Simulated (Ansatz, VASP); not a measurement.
# ZrC in two plane-wave programs

One calculation is typed for both programs; each brings its own data sets. How far apart do they land? The cell is taken from a series of runs on this material, whose earlier steps may have relaxed, scaled, displaced or heated it; both programs get it as it stands.

Calculated with Ansatz 0.2.0; plane waves, with VASP 6.6.1 beside it; elastic constants at BLYP.

## (1) Starting point

The structure is cubic, space group Fm-3m (No. 225). The conventional cell has a = 4.761 Å, b = 4.761 Å, c = 4.761 Å, α = 90.00°, β = 90.00°, γ = 90.00°. Zr has 6 C at 2.38 Å nearest. C has 6 Zr at 2.38 Å nearest. Farther neighbours are not listed.

## (2) VASP: elastic constants, BLYP

Elastic constants are differences of stresses under small strains, so they test the stress and the mesh.

Lines of VASP's logs that name or quote its potential files are left out, and so is its time.

Contents of INCAR:

```
SYSTEM = ZrC
PREC = Accurate
ENCUT = 600
EDIFF = 1E-08
NELM = 120
ISMEAR = 1
SIGMA = 0.25
LREAL = .FALSE.
ALGO = Normal
GGA = B5
ALDAX = 1
AGGAX = 1
AGGAC = 1
ALDAC = 0
NBANDS = 14
LASPH = .TRUE.
LORBIT = 11
LWAVE = .FALSE.
LCHARG = .FALSE.
ISIF = 3
IBRION = 6
NFREE = 2
POTIM = 0.015
NSW = 1
GGA_COMPAT = .FALSE.
KPAR = 2
```

Contents of POSCAR:

```
ZrC
1.0
    0.0000000000      2.3803912115      2.3803912115
    2.3803912115      0.0000000000      2.3803912115
    2.3803912115      2.3803912115      0.0000000000
Zr C
1 1
Direct
    0.5000000000      0.5000000000      0.5000000000
    0.0000000000      0.0000000000      0.0000000000
```

Contents of KPOINTS:

```
Automatic mesh
0
Gamma
22 22 22
0 0 0
```

The projector-augmented-wave data sets are Zr_sv and C (PBE family, release 64).

The run is started by

```bash
mpirun -np 2 vasp_std
```

Numbers of over 12 decimals in the logs are rounded to 6 here.

What it wrote:

```text
[banner, memory and clock lines left out]
running    2 mpi-ranks, on    1 nodes
 distrk:  each k-point on    1 cores,    2 groups
 distr:  one band on    1 cores,    1 groups

 POSCAR found type information on POSCAR ZrC
 POSCAR found :  2 types and       2 ions
|                                                                             |
|               ----> ADVICE to this user running VASP <----                  |
|                                                                             |
|     You enforced a specific xc type in the INCAR file but a different       |
|     [... a line on the potential file left out ...]
|     I HOPE YOU KNOW WHAT YOU ARE DOING!                                     |
|                                                                             |

 LDA part: xc-table for (Slater(with rela. corr.)+VWN5), standard interpolation
 POSCAR, INCAR and KPOINTS ok, starting setup
 FFT: planning ... GRIDC
 FFT: planning ... GRID_SOFT
 FFT: planning ... GRID
 WAVECAR not read
 entering main loop
       N       E                     dE             d eps       ncg     rms          rms(c)
DAV:   1     0.112489899509E+03    0.11249E+03   -0.93988E+03  9208   0.128E+03
DAV:   2    -0.147702694555E+02   -0.12726E+03   -0.11867E+03 11676   0.318E+02
DAV:   3    -0.218157334664E+02   -0.70455E+01   -0.69947E+01 15682   0.637E+01
DAV:   4    -0.219306144449E+02   -0.11488E+00   -0.11484E+00 11092   0.589E+00
DAV:   5    -0.219319273166E+02   -0.13129E-02   -0.13128E-02 12526   0.553E-01    0.190E+01
DAV:   6    -0.179254874822E+02    0.40064E+01   -0.10820E+01 10920   0.268E+01    0.612E+00
DAV:   7    -0.177117950469E+02    0.21369E+00   -0.75552E-01 10550   0.767E+00    0.575E+00
DAV:   8    -0.177625291472E+02   -0.50734E-01   -0.51257E-01 10738   0.593E+00    0.698E+00
DAV:   9    -0.176996320408E+02    0.62897E-01   -0.14603E-01 10066   0.302E+00    0.642E-01
DAV:  10    -0.176996133642E+02    0.18677E-04   -0.70392E-03 11836   0.722E-01    0.386E-01
DAV:  11    -0.176994378933E+02    0.17547E-03   -0.80800E-04 10300   0.242E-01    0.448E-02
DAV:  12    -0.176994373209E+02    0.57243E-06   -0.98650E-06 11196   0.278E-02    0.121E-02
DAV:  13    -0.176994371439E+02    0.17695E-06   -0.20255E-06 10744   0.118E-02    0.261E-03
DAV:  14    -0.176994372434E+02   -0.99436E-07   -0.44261E-08 10984   0.159E-03    0.340E-04
DAV:  15    -0.176994372692E+02   -0.25860E-07   -0.72324E-09  7322   0.855E-04    0.615E-04
DAV:  16    -0.176994372681E+02    0.11180E-08   -0.18575E-09  5378   0.423E-04
   1 F= -.17699437E+02 E0= -.17699646E+02  d E =0.625445E-03
[... from here on, the cycles between the ionic steps are left out ...]
   2 F= -.17693173E+02 E0= -.17693387E+02  d E =0.640508E-03
   9 F= -.17696598E+02 E0= -.17696806E+02  d E =0.626594E-03
  10 F= -.17696598E+02 E0= -.17696806E+02  d E =0.626596E-03
  11 F= -.17696598E+02 E0= -.17696806E+02  d E =0.626594E-03
  12 F= -.17696598E+02 E0= -.17696806E+02  d E =0.626596E-03
  13 F= -.17696598E+02 E0= -.17696806E+02  d E =0.626594E-03
  14 F= -.17698814E+02 E0= -.17699023E+02  d E =0.626625E-03
  15 F= -.17698814E+02 E0= -.17699023E+02  d E =0.626625E-03
  16 F= -.17698814E+02 E0= -.17699023E+02  d E =0.626625E-03
 Finite differences progress:
  Degree of freedom:   8/  8
  Displacement:        1/  2
  Total:              15/ 16
 bond charge predicted
       N       E                     dE             d eps       ncg     rms          rms(c)
DAV:   1    -0.177002831729E+02   -0.14691E-02   -0.14254E+00 23352   0.696E+00    0.199E-01
DAV:   2    -0.176992334845E+02    0.10497E-02   -0.72676E-03 29858   0.596E-01    0.102E-01
DAV:   3    -0.176987920447E+02    0.44144E-03   -0.11815E-03 25876   0.270E-01    0.251E-02
DAV:   4    -0.176988097871E+02   -0.17742E-04   -0.17690E-04 29316   0.769E-02    0.205E-02
DAV:   5    -0.176988132913E+02   -0.35042E-05   -0.32390E-06 27330   0.192E-02    0.880E-03
DAV:   6    -0.176988140370E+02   -0.74578E-06   -0.16431E-06 25650   0.135E-02    0.276E-03
DAV:   7    -0.176988140580E+02   -0.20938E-07   -0.21046E-07 30546   0.355E-03    0.193E-03
DAV:   8    -0.176988140749E+02   -0.16899E-07   -0.53085E-08 25020   0.225E-03    0.651E-04
DAV:   9    -0.176988140739E+02    0.93564E-09   -0.22138E-09 13440   0.454E-04
  17 F= -.17698814E+02 E0= -.17699023E+02  d E =0.626625E-03
 Finite differences progress:
  Degree of freedom:   8/  8
  Displacement:        2/  2
  Total:              16/ 16
```

From OUTCAR (step 2):

```text
ion  position               nearest neighbor table
   1  0.500  0.500  0.500-   2 2.38   2 2.38   2 2.38   2 2.38   2 2.38   2 2.38
   2  0.000  0.000  0.000-   1 2.38   1 2.38   1 2.38   1 2.38   1 2.38   1 2.38

  LATTYP: Found a face centered cubic cell.
 ALAT       =     4.7607824230

 Subroutine GETGRP returns: Found 48 space group operations
 (whereof 48 operations were pure point group operations)

The static configuration has the point symmetry O_h .

 Found    328 irreducible k-points:

   k-points           NKPTS =    328   k-points in BZ     NKDIM =    328   number of bands    NBANDS=     14

   dimension x,y,z NGX =    28 NGY =   28 NGZ =   28
   dimension x,y,z NGXF=    56 NGYF=   56 NGZF=   56

   ENCUT  =  600.0 eV  44.10 Ry    6.64 a.u.   6.72  6.72  6.72*2*pi/ulx,y,z

   NELECT =      16.0000    total number of electrons

 k-points in reciprocal lattice and weights: Automatic mesh
   0.00000000  0.00000000  0.00000000       0.000
   0.04545455  0.00000000  0.00000000       0.001
   0.09090909  0.00000000  0.00000000       0.001
   0.13636364  0.00000000  0.00000000       0.001
   0.18181818  0.00000000  0.00000000       0.001
   0.22727273  0.00000000  0.00000000       0.001
   0.27272727  0.00000000  0.00000000       0.001
   0.31818182  0.00000000  0.00000000       0.001
   0.36363636  0.00000000  0.00000000       0.001
[...]
-0.27272727  0.45454545  0.22727273       0.002
  -0.27272727  0.50000000  0.22727273       0.001

 average (electrostatic) potential at core
       1 -73.7783       2 -43.7956

 E-fermi :   9.6930

 k-point     1 :       0.0000    0.0000    0.0000
  band No.  band energies     occupation
      1     -38.6154      2.00000
      2     -16.4319      2.00000
      3     -16.4319      2.00000
      4     -16.4318      2.00000
      5      -1.3853      2.00000
      6      10.5313     -0.00002
      7      10.5313     -0.00002
      8      10.5564     -0.00001
      9      10.7497     -0.00000
     10      10.7823     -0.00000
    ...

 k-point     2 :       0.0455    0.0000    0.0000
  band No.  band energies     occupation
      1     -38.6137      2.00000
      2     -16.4475      2.00000
      3     -16.4333      2.00000
      4     -16.4332      2.00000
      5      -1.3419      2.00000
      6      10.0814     -0.05044
      7      10.2279     -0.00992
      8      10.2471     -0.00747
      9      10.8828     -0.00000
     10      10.8949     -0.00000
    ...

 k-point     3 :       0.0909    0.0000    0.0000
  band No.  band energies     occupation
    ...
      4     -16.4373      2.00000
      5      -1.2141      2.00000
      6       9.4625      2.03005
      7       9.7068      0.90658
      8       9.7173      0.83597
      9      11.0518     -0.00000
     10      11.0564     -0.00000
     11      11.4588     -0.00000
     12      13.2386     -0.00000
     13      13.2437     -0.00000
    ...

  Total        0.0850101      0.0765338      0.0765338     -0.0000000      0.0000000      0.0000000
  in kB        5.0490106      4.5455723      4.5455723     -0.0000000      0.0000000      0.0000000
  external PRESSURE =       4.7133851 kB  Pullay stress =       0.0000000 kB

  energy-cutoff  :      600.00
  volume of cell :       26.98
      direct lattice vectors                 reciprocal lattice vectors
     0.000000000  2.380391212  2.380391212    -0.210049507  0.210049507  0.210049507
     2.380391212  0.000000000  2.380391212     0.210049507 -0.210049507  0.210049507
     2.380391212  2.380391212  0.000000000     0.210049507  0.210049507 -0.210049507

 POSITION                                       TOTAL-FORCE (eV/Angst)
 -----------------------------------------------------------------------------------
      2.38039      2.38039      2.38039        -0.083056      0.000000      0.000000
     -0.01500      0.00000      0.00000         0.083056      0.000000      0.000000
 -----------------------------------------------------------------------------------
    total drift:                                0.000035     -0.000000     -0.000000

  FREE ENERGIE OF THE ION-ELECTRON SYSTEM (eV)
  ---------------------------------------------------
  free  energy   TOTEN  =       -17.6988140739 eV

  energy  without entropy=      -17.6994406988  energy(sigma->0) =      -17.69902295

  SYMMETRIZED ELASTIC MODULI (kBar)
 Direction    XX          YY          ZZ          XY          YZ          ZX
 --------------------------------------------------------------------------------
 XX        4151.1243   1037.9547   1037.9547     -0.0000     -0.0000     -0.0000
 YY        1037.9547   4151.1243   1037.9547      0.0000      0.0000      0.0000
 ZZ        1037.9547   1037.9547   4151.1243      0.0000      0.0000     -0.0000
 XY          -0.0000      0.0000      0.0000   1501.8546      0.0000     -0.0000
 YZ          -0.0000      0.0000      0.0000      0.0000   1501.8546     -0.0000
 ZX          -0.0000      0.0000     -0.0000     -0.0000     -0.0000   1501.8546
 --------------------------------------------------------------------------------

 Eigenvectors and eigenvalues of the dynamical matrix
 ----------------------------------------------------

   1 f  =   11.290999 THz    70.943441 2PiTHz  376.627196 cm-1    46.695800 meV
             X         Y         Z           dx          dy          dz
      2.380391  2.380391  2.380391     0.038093    0.331384    0.070819
      0.000000  0.000000  0.000000    -0.105013   -0.913551   -0.195233

   2 f  =   11.290999 THz    70.943441 2PiTHz  376.627196 cm-1    46.695800 meV
             X         Y         Z           dx          dy          dz
      2.380391  2.380391  2.380391     0.000000   -0.071266    0.333471
      0.000000  0.000000  0.000000     0.000000    0.196463   -0.919304

   3 f  =   11.290999 THz    70.943441 2PiTHz  376.627196 cm-1    46.695800 meV
             X         Y         Z           dx          dy          dz
      2.380391  2.380391  2.380391     0.338867   -0.037251   -0.007961
      0.000000  0.000000  0.000000    -0.934179    0.102694    0.021947

   4 f/i=    0.001136 THz     0.007136 2PiTHz    0.037883 cm-1     0.004697 meV
             X         Y         Z           dx          dy          dz
      2.380391  2.380391  2.380391     0.939131   -0.041776    0.002429
      0.000000  0.000000  0.000000     0.340663   -0.015154    0.000881

   5 f/i=    0.001136 THz     0.007136 2PiTHz    0.037883 cm-1     0.004697 meV
             X         Y         Z           dx          dy          dz
      2.380391  2.380391  2.380391     0.000000   -0.054564   -0.938478
      0.000000  0.000000  0.000000     0.000000   -0.019793   -0.340426

   6 f/i=    0.001136 THz     0.007136 2PiTHz    0.037883 cm-1     0.004697 meV
             X         Y         Z           dx          dy          dz
      2.380391  2.380391  2.380391    -0.041847   -0.937548    0.054510
      0.000000  0.000000  0.000000    -0.015180   -0.340089    0.019773

 ELASTIC MODULI CONTR FROM IONIC RELAXATION (kBar)
 Direction    XX          YY          ZZ          XY          YZ          ZX
 --------------------------------------------------------------------------------
 XX           0.0000      0.0000      0.0000      0.0000      0.0000      0.0000
 YY           0.0000      0.0000      0.0000      0.0000      0.0000      0.0000
 ZZ           0.0000      0.0000      0.0000      0.0000      0.0000      0.0000
 XY           0.0000      0.0000      0.0000      0.0000      0.0000      0.0000
 YZ           0.0000      0.0000      0.0000      0.0000      0.0000      0.0000
 ZX           0.0000      0.0000      0.0000      0.0000      0.0000      0.0000
 --------------------------------------------------------------------------------

 TOTAL ELASTIC MODULI (kBar)
 Direction    XX          YY          ZZ          XY          YZ          ZX
 --------------------------------------------------------------------------------
 XX        4151.1243   1037.9547   1037.9547     -0.0000     -0.0000     -0.0000
 YY        1037.9547   4151.1243   1037.9547      0.0000      0.0000      0.0000
 ZZ        1037.9547   1037.9547   4151.1243      0.0000      0.0000     -0.0000
 XY          -0.0000      0.0000      0.0000   1501.8546      0.0000     -0.0000
 YZ          -0.0000      0.0000      0.0000      0.0000   1501.8546     -0.0000
 ZX          -0.0000      0.0000     -0.0000     -0.0000     -0.0000   1501.8546
 --------------------------------------------------------------------------------

 total charge
# of ion       s       p       d       tot
------------------------------------------
    1        2.168   6.032   1.596   9.795
    2        0.884   1.491   0.000   2.374
--------------------------------------------------
tot          3.052   7.522   1.596  12.169

[... 3 further parts left out ...]
```

Levels, forces or a CONTCAR printed for this step are those of its last displaced cell, not of the structure at rest.

[end of part 1 of 2]

[Lines on the potential files, build, host, timing and source positions are cut from VASP's logs without a mark.]

[Logs are printed without paths, hosts, clocks, repeated set-up lines and the standing remarks that a program may print on its own settings, such as how far it seeks lower states.]

[Hosts, paths, dates, database ids (printed as entryN), source tags and the programs' standing remarks are cut or masked in the printed files.]
